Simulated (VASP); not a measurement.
OSZICAR of a VASP run on BaTiO3 (tetragonal perovskite):

OSZICAR:
```
       N       E                     dE             d eps       ncg     rms          rms(c)
DAV:   1     0.430923772720E+03    0.43092E+03   -0.21909E+04  1920   0.185E+03
DAV:   2    -0.487063024297E+02   -0.47963E+03   -0.47211E+03  2408   0.505E+02
DAV:   3    -0.948105802333E+02   -0.46104E+02   -0.46049E+02  2864   0.149E+02
DAV:   4    -0.969875011953E+02   -0.21769E+01   -0.21756E+01  2744   0.287E+01
DAV:   5    -0.970720029039E+02   -0.84502E-01   -0.84497E-01  2720   0.420E+00    0.237E+01
DAV:   6    -0.749516672250E+02    0.22120E+02   -0.51463E+01  2904   0.803E+01    0.733E+00
DAV:   7    -0.734382450743E+02    0.15134E+01   -0.53516E+00  2232   0.158E+01    0.443E+00
DAV:   8    -0.764215505006E+02   -0.29833E+01   -0.19238E+00  2416   0.118E+01    0.227E+00
DAV:   9    -0.740285535972E+02    0.23930E+01   -0.14213E+00  2080   0.957E+00    0.967E-01
DAV:  10    -0.742620115248E+02   -0.23346E+00   -0.30444E-01  2424   0.450E+00    0.618E-01
DAV:  11    -0.736866715564E+02    0.57534E+00   -0.26382E-01  2088   0.461E+00    0.437E-01
DAV:  12    -0.742430647596E+02   -0.55639E+00   -0.25041E-01  2024   0.438E+00    0.171E-01
DAV:  13    -0.742633514850E+02   -0.20287E-01   -0.10921E-02  2216   0.113E+00    0.748E-02
DAV:  14    -0.742616969115E+02    0.16546E-02   -0.19178E-03  2856   0.428E-01    0.741E-02
DAV:  15    -0.742641568334E+02   -0.24599E-02   -0.68887E-04  2088   0.271E-01    0.497E-02
DAV:  16    -0.742642334495E+02   -0.76616E-04   -0.22891E-04  2896   0.125E-01    0.165E-02
DAV:  17    -0.742643374204E+02   -0.10397E-03   -0.67797E-05  2184   0.939E-02    0.198E-02
DAV:  18    -0.742643376916E+02   -0.27114E-06   -0.19876E-06  2920   0.101E-02    0.207E-02
DAV:  19    -0.742643535826E+02   -0.15891E-04   -0.51995E-06  2152   0.210E-02    0.284E-02
DAV:  20    -0.742643508676E+02    0.27150E-05   -0.21971E-05  2136   0.409E-02    0.104E-02
DAV:  21    -0.742643601273E+02   -0.92597E-05   -0.47230E-05  2176   0.663E-02    0.502E-02
DAV:  22    -0.742643669912E+02   -0.68639E-05   -0.41702E-06  3032   0.166E-02    0.573E-02
DAV:  23    -0.742643636996E+02    0.32917E-05   -0.13468E-06  2544   0.105E-02    0.499E-02
DAV:  24    -0.742643614008E+02    0.22987E-05   -0.84704E-06  2336   0.256E-02    0.274E-02
DAV:  25    -0.742643604331E+02    0.96771E-06   -0.15317E-06  2912   0.928E-03    0.199E-02
DAV:  26    -0.742643605177E+02   -0.84583E-07   -0.68657E-08  1184   0.229E-03
   1 F= -.74264361E+02 E0= -.74264361E+02  d E =0.000000E+00
       N       E                     dE             ncg
       N       E                     dE             ncg
```

Q: Which electronic solver shows in the log?

A: It is blocked Davidson (ALGO = Normal, or the opening steps of other solvers). The INCAR had ALGO = Normal.

Q: Can the final energy be trusted as converged?

A: The run converged. It stopped with EDIFF = 1E-7, NELM = 100 (r2SCAN meta-GGA, plane waves, VASP's PBE PAW potentials (set 64)).

The compound is BaTiO3 in the tetragonal perovskite structure. It was relaxed first.
